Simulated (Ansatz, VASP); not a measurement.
# GaP: VASP beside Ansatz, part 2 of 2

One calculation is typed for both programs; each brings its own data sets. How far apart do they land? The cell is taken from a series of runs on this material, whose earlier steps may have relaxed, scaled, displaced or heated it; both programs get it as it stands.

VASP 6.6.1 and Ansatz 0.2.0.

So far: The starting structure; Ansatz: G0W0 gap, LDA.

### Step 3. VASP: G0W0 gap, LDA

Level of this step: G0W0 on LDA; plane waves and PAW (Ga_d_GW, P_GW) (VASP).

The same cell, functional (in two slightly different forms) and mesh now go to VASP, with its own data sets.

Lines of VASP's logs that name or quote its potential files are left out, and so is its time.

The run reads the wave functions of an earlier VASP run, which isn't shown here.

The input, INCAR:

```
SYSTEM = GaP
PREC = Accurate
ENCUT = 430
ISMEAR = 0
SIGMA = 0.01
LREAL = .FALSE.
GGA = CA
NBANDS = 184
ALGO = EVGW0
NELMGW = 1
ENCUTGW = 150
NOMEGA = 64
PRECFOCK = Fast
NBANDSGW = 24
LWAVE = .FALSE.
LCHARG = .FALSE.
```

The input, POSCAR:

```
GaP
1.0
   -1.9270427564     -1.1125786525      3.1468476443
    1.9270427564     -1.1125786525      3.1468476443
    0.0000000000      2.2251573099      3.1468476425
Ga P
1 1
Direct
    0.0000000000      0.0000000000      0.0000000000
    0.7500000000      0.7500000000      0.7500000000
```

The input, KPOINTS:

```
Automatic mesh
0
Gamma
6 6 6
0 0 0
```

PAW data sets: Ga_d_GW and P_GW (LDA family, release 64).

Run with:

```bash
> mpirun -np 8 vasp_std
```

Numbers of over 12 decimals in the logs are rounded to 6 here.

The program printed:

```text
[banner, memory and clock lines left out]
running    8 mpi-ranks, on    1 nodes
 distrk:  each k-point on    8 cores,    1 groups
 distr:  one band on    1 cores,    8 groups

 POSCAR found type information on POSCAR GaP
 POSCAR found :  2 types and       2 ions
|                                                                             |
|           W    W    AA    RRRRR   N    N  II  N    N   GGGG   !!!           |
|           W    W   A  A   R    R  NN   N  II  NN   N  G    G  !!!           |
|           W    W  A    A  R    R  N N  N  II  N N  N  G       !!!           |
|           W WW W  AAAAAA  RRRRR   N  N N  II  N  N N  G  GGG   !            |
|           WW  WW  A    A  R   R   N   NN  II  N   NN  G    G                |
|           W    W  A    A  R    R  N    N  II  N    N   GGGG   !!!           |
|                                                                             |
|     For optimal performance we recommend to set                             |
|       NCORE = 2 up to number-of-cores-per-socket                            |
|     NCORE specifies how many cores store one orbital (NPAR=cpu/NCORE).      |
|     This setting can greatly improve the performance of VASP for DFT.       |
|     The default, NCORE=1 might be grossly inefficient on modern             |
|     multi-core architectures or massively parallel machines. Do your        |
|     Unfortunately you need to use the default for GW and RPA                |
|     calculations (for HF NCORE is supported but not extensively tested      |
|     yet).                                                                   |
|                                                                             |

|                                                                             |
|           W    W    AA    RRRRR   N    N  II  N    N   GGGG   !!!           |
|           W    W   A  A   R    R  NN   N  II  NN   N  G    G  !!!           |
|           W    W  A    A  R    R  N N  N  II  N N  N  G       !!!           |
|           W WW W  AAAAAA  RRRRR   N  N N  II  N  N N  G  GGG   !            |
|           WW  WW  A    A  R   R   N   NN  II  N   NN  G    G                |
|           W    W  A    A  R    R  N    N  II  N    N   GGGG   !!!           |
|                                                                             |
|     The default for ENCUTGWSOFT is different in this version of VASP.       |
|     please manually set ENCUTGWSOFT =150 in the INCAR file.                 |
|                                                                             |

 LDA part: xc-table for (Slater(with rela. corr.)+CA(PZ))
 , standard interpolation
 found WAVECAR, reading the header
 POSCAR, INCAR and KPOINTS ok, starting setup
 FFT: planning ... GRIDC
 FFT: planning ... GRID_SOFT
 FFT: planning ... GRID
 reading WAVECAR
 the WAVECAR file was read successfully
 initial charge from wavefunction
 available memory per node:     31.12 GB, setting MAXMEM to     31871

 The Fermi energy was updated, please check that it is located mid-gap
 values below the HOMO (VB) or above the LUMO (CB) will cause erroneous energies
 E-fermi :   4.9148

 calculate exact exchange contribution
 the WAVEDER file was read successfully
energies w=
    0.000    0.000    0.426    0.000    0.852    0.000    1.276    0.000
    1.696    0.000    2.113    0.000    2.526    0.000    2.935    0.000
    3.337    0.000    3.735    0.000    4.127    0.000    4.513    0.000
    4.895    0.000    5.271    0.000    5.642    0.000    6.009    0.000
    6.372    0.000    6.732    0.000    7.090    0.000    7.445    0.000
    7.799    0.000    8.153    0.000    8.506    0.000    8.861    0.000
    9.218    0.000    9.578    0.000    9.942    0.000   10.311    0.000
   10.686    0.000   11.068    0.000   11.460    0.000   11.861    0.000
   12.274    0.000   12.701    0.000   13.143    0.000   13.604    0.000
   14.085    0.000   14.589    0.000   15.119    0.000   15.680    0.000
   16.276    0.000   16.911    0.000   17.592    0.000   18.327    0.000
   19.122    0.000   19.989    0.000   20.940    0.000   21.990    0.000
   23.157    0.000   24.466    0.000   25.945    0.000   27.633    0.000
   29.581    0.000   31.855    0.000   34.547    0.000   37.784    0.000
   41.753    0.000   46.730    0.000   53.152    0.000   61.747    0.000
   73.826    0.000   92.009    0.000  122.423    0.000  183.478    0.000
 responsefunction array rank=     176
 LDA part: xc-table for (Slater(with rela. corr.)+CA(PZ))
 , standard interpolation

 min. memory requirement per mpi rank    272.3 MB, per node   2178.1 MB

 allocating   8 responsefunctions rank=   176
 shmem allocating  64 responsefunctions rank=   176
 response function shared by NCSHMEM nodes    1
 Doing            8  frequencies on each core in blocks of           64
NQ=   1    0.0000    0.0000    0.0000,
|.........|.........|.........|.........|.........|.........|.........|.........
 performed        821000 updates of chi_q(r,r)
 total number of BLAS operations        187.75 Gflops
NQ=   2    0.1667    0.0000    0.0000,
|.........|.........|.........|.........|.........|.........|.........|.........
 performed       2243000 updates of chi_q(r,r)
 total number of BLAS operations        520.46 Gflops
NQ=   3    0.3333   -0.0000    0.0000,
|.........|.........|.........|.........|.........|.........|.........|.........
 performed       3665000 updates of chi_q(r,r)
 total number of BLAS operations        830.24 Gflops
NQ=   4    0.5000    0.0000    0.0000,
|.........|.........|.........|.........|.........|.........|.........|.........
 performed       4875000 updates of chi_q(r,r)
 total number of BLAS operations       1103.52 Gflops
NQ=   5    0.1667    0.1667    0.0000,
|.........|.........|.........|.........|.........|.........|.........|.........
 performed       6297000 updates of chi_q(r,r)
 total number of BLAS operations       1428.49 Gflops
NQ=   6    0.3333    0.1667    0.0000,
|.........|.........|.........|.........|.........|.........|.........|.........
 performed       8478000 updates of chi_q(r,r)
 total number of BLAS operations       1880.94 Gflops
NQ=   7    0.5000    0.1667   -0.0000,
|.........|.........|.........|.........|.........|.........|.........|.........
 performed      10659000 updates of chi_q(r,r)
 total number of BLAS operations       2373.58 Gflops
NQ=   8   -0.3333    0.1667   -0.0000,
|.........|.........|.........|.........|.........|.........|.........|.........
 performed      12840000 updates of chi_q(r,r)
 total number of BLAS operations       2854.56 Gflops
NQ=   9   -0.1667    0.1667    0.0000,
|.........|.........|.........|.........|.........|.........|.........|.........
 performed      14739000 updates of chi_q(r,r)
 total number of BLAS operations       3263.21 Gflops
NQ=  10    0.3333    0.3333    0.0000,
|.........|.........|.........|.........|.........|.........|.........|.........
 performed      16161000 updates of chi_q(r,r)
 total number of BLAS operations       3592.05 Gflops
NQ=  11    0.5000    0.3333    0.0000,
|.........|.........|.........|.........|.........|.........|.........|.........
 performed      18342000 updates of chi_q(r,r)
 total number of BLAS operations       4108.43 Gflops
NQ=  12   -0.3333    0.3333    0.0000,
|.........|.........|.........|.........|.........|.........|.........|.........
 performed      20241000 updates of chi_q(r,r)
 total number of BLAS operations       4557.92 Gflops
NQ=  13    0.5000    0.5000    0.0000,
|.........|.........|.........|.........|.........|.........|.........|.........
 performed      21327000 updates of chi_q(r,r)
 total number of BLAS operations       4821.12 Gflops
NQ=  14    0.5000    0.3333    0.1667,
|.........|.........|.........|.........|.........|.........|.........|.........
 performed      23773000 updates of chi_q(r,r)
 total number of BLAS operations       5393.49 Gflops
NQ=  15   -0.3333    0.3333    0.1667,
|.........|.........|.........|.........|.........|.........|.........|.........
 performed      26078000 updates of chi_q(r,r)
 total number of BLAS operations       5914.05 Gflops
NQ=  16   -0.3333    0.5000    0.1667,
|.........|.........|.........|.........|.........|.........|.........|.........
 performed      27986000 updates of chi_q(r,r)
 total number of BLAS operations       6365.64 Gflops
 resolving degeneracies of screened two electron integrals

 calculate QP shifts <psi_nk| G(iteration)W_0 |psi_nk>: iteration 1
 entering main loop
```

Parts of OUTCAR (step 3):

```text
ion  position               nearest neighbor table
   1  0.000  0.000  0.000-   2 2.36   2 2.36   2 2.36   2 2.36
   2  0.750  0.750  0.750-   1 2.36   1 2.36   1 2.36   1 2.36

  LATTYP: Found a face centered cubic cell.
 ALAT       =     5.4505000026

 Subroutine GETGRP returns: Found 24 space group operations
 (whereof 24 operations were pure point group operations)

The static configuration has the point symmetry T_d .

 Found     16 irreducible k-points:

   k-points           NKPTS =     16   k-points in BZ     NKDIM =    216   number of bands    NBANDS=    184

   dimension x,y,z NGX =    28 NGY =   28 NGZ =   28
   dimension x,y,z NGXF=    56 NGYF=   56 NGZF=   56

   ENCUT  =  430.0 eV  31.60 Ry    5.62 a.u.   6.52  6.52  6.52*2*pi/ulx,y,z

   NELECT =      18.0000    total number of electrons

  energy-cutoff  :      430.00
  volume of cell :       40.48
      direct lattice vectors                 reciprocal lattice vectors
    -1.927042756 -1.112578653  3.146847644    -0.259464923 -0.149802143  0.105926111
     1.927042756 -1.112578653  3.146847644     0.259464923 -0.149802143  0.105926111
     0.000000000  2.225157310  3.146847643     0.000000000  0.299604286  0.105926111

 k-points in reciprocal lattice and weights: Automatic mesh
   0.00000000  0.00000000  0.00000000       0.005
   0.16666667  0.00000000  0.00000000       0.037
   0.33333333 -0.00000000  0.00000000       0.037
   0.50000000  0.00000000  0.00000000       0.019
   0.16666667  0.16666667  0.00000000       0.028
   0.33333333  0.16666667  0.00000000       0.111
   0.50000000  0.16666667 -0.00000000       0.111
  -0.33333333  0.16666667 -0.00000000       0.111
  -0.16666667  0.16666667  0.00000000       0.056
[...]
-0.33333333  0.33333333  0.16666667       0.111
  -0.33333333  0.50000000  0.16666667       0.056

 E-fermi :   4.9148

 QP shifts <psi_nk| G(iteration)W_0 |psi_nk>: iteration 1
 for sc-GW calculations column KS-energies equals QP-energies in previous step
 and V_xc(KS)=  KS-energies - (<T + V_ion + V_H > + <T+V_H+V_ion>^1  + <V_x>^1)
 k-point   1 :       0.0000    0.0000    0.0000
  band No.  KS-energies  QP-energies   sigma(KS)   V_xc(KS)     V^pw_x(r,r')   Z            occupation Imag(sigma)
    ...
      6      -8.3407      -8.6664     -12.0652     -11.5497     -18.6475       0.6319       2.0000       0.9534
      7       4.1700       3.7314     -13.3445     -12.7683     -14.2725       0.7612       2.0000       0.0346
      8       4.1700       3.7314     -13.3445     -12.7683     -14.2725       0.7612       2.0000       0.0346
      9       4.1700       3.7314     -13.3445     -12.7683     -14.2725       0.7612       2.0000       0.0346
     10       5.8043       6.3577     -11.3012     -12.0226      -7.2748       0.7671       0.0000      -0.0351
     11       7.9517       8.3409     -10.3154     -10.8238      -5.9471       0.7656       0.0000      -0.0492
     12       7.9517       8.3409     -10.3154     -10.8238      -5.9471       0.7656       0.0000      -0.0492
     13       7.9517       8.3409     -10.3154     -10.8238      -5.9471       0.7656       0.0000      -0.0492
    ...

 k-point   2 :       0.1667    0.0000    0.0000
  band No.  KS-energies  QP-energies   sigma(KS)   V_xc(KS)     V^pw_x(r,r')   Z            occupation Imag(sigma)
    ...
      6      -7.9849      -8.3378     -12.2688     -11.7166     -18.7386       0.6391       2.0000       0.9211
      7       1.7332       1.3334     -12.6687     -12.1287     -14.2905       0.7404       2.0000       0.0530
      8       3.7927       3.3489     -13.1221     -12.5384     -14.1368       0.7604       2.0000       0.0357
      9       3.7927       3.3489     -13.1221     -12.5384     -14.1368       0.7604       2.0000       0.0357
     10       6.4302       6.9116     -10.8536     -11.4823      -6.7739       0.7657       0.0000      -0.0398
     11       8.5048       8.8954     -10.4840     -10.9987      -5.9432       0.7589       0.0000      -0.0570
     12       8.5048       8.8954     -10.4840     -10.9987      -5.9432       0.7589       0.0000      -0.0570
     13       9.0555       9.4317     -10.8505     -11.3513      -6.1777       0.7513       0.0000      -0.0666
    ...

 k-point   3 :       0.3333   -0.0000    0.0000
  band No.  KS-energies  QP-energies   sigma(KS)   V_xc(KS)     V^pw_x(r,r')   Z            occupation Imag(sigma)
    ...
      6      -7.0327      -7.4374     -12.7253     -12.1150     -18.8809       0.6630       2.0000       0.8262
      7      -1.1017      -1.5195     -12.1276     -11.5360     -15.1695       0.7063       2.0000       0.1646
      8       3.2522       2.7867     -12.9387     -12.3230     -14.1538       0.7561       2.0000       0.0385
      9       3.2522       2.7867     -12.9387     -12.3230     -14.1538       0.7561       2.0000       0.0385
     10       5.9101       6.3648     -10.6194     -11.2081      -6.7014       0.7723       0.0000      -0.0392
     11       8.8836       9.2560     -10.2603     -10.7524      -5.6103       0.7568       0.0000      -0.0660
     12       8.8836       9.2560     -10.2603     -10.7524      -5.6103       0.7568       0.0000      -0.0660
     13      11.5777      11.8967     -10.3622     -10.7980      -4.7516       0.7320       0.0000      -0.1778
    ...

 k-point   4 :       0.5000    0.0000    0.0000
  band No.  KS-energies  QP-energies   sigma(KS)   V_xc(KS)     V^pw_x(r,r')   Z            occupation Imag(sigma)
    ...
      6      -6.2572      -6.6943     -13.2120     -12.5654     -19.1418       0.6760       2.0000       0.7418
      7      -2.5429      -2.9405     -11.5950     -11.0252     -15.2686       0.6978       2.0000       0.2873
      8       3.0397       2.5633     -12.8913     -12.2602     -14.1922       0.7549       2.0000       0.0402
      9       3.0397       2.5633     -12.8913     -12.2602     -14.1922       0.7549       2.0000       0.0402
     10       5.6822       6.1285     -10.6290     -11.2062      -6.7811       0.7731       0.0000      -0.0385
     11       8.7881       9.1434     -10.0733     -10.5411      -5.4770       0.7594       0.0000      -0.0660
     12       8.7881       9.1434     -10.0733     -10.5411      -5.4770       0.7594       0.0000      -0.0660
     13      12.2131      12.3655      -8.6217      -8.8264      -3.0622       0.7447       0.0000      -0.2085
    ...

[... 4 further parts left out ...]
```

### Step 4. Comparison

Known differences besides the potentials themselves: the two LDA forms differ slightly; fixed occupations in Ansatz, narrow Gaussian smearing in VASP; the cutoff is 420 eV in Ansatz and 430 eV in VASP; VASP's log shows a relativistic correction to its local exchange, Ansatz's none; Ansatz integrates over frequency by contour deformation, VASP on a grid of NOMEGA points. Total energies have different zeros and are not compared.

Compared:

| quantity | Ansatz | VASP | difference |
| --- | --- | --- | --- |
| G0W0 gap on the mesh (eV) | 2.11 | 2.14 | -0.02 |
| Kohn-Sham gap under it (eV) | 1.49 | 1.49 | 0.00 |

### Step 5. Summary of results

```yaml
difference_in_g0w0_gap_on_the_mesh_g0w0_gap_lda: -0.020 eV
```

**Reading.** The difference in G0W0 gap on the mesh is -0.020 eV (G0W0 gap, LDA). How closely two codes agree says nothing of how well the functional describes the real material.

[Lines on the potential files, build, host, timing and source positions are cut from VASP's logs without a mark.]

[Logs are printed without paths, hosts, clocks, repeated set-up lines and the standing remarks that a program may print on its own settings, such as how far it seeks lower states.]

[Hosts, paths, dates, database ids (printed as entryN), source tags and the programs' standing remarks are cut or masked in the printed files.]
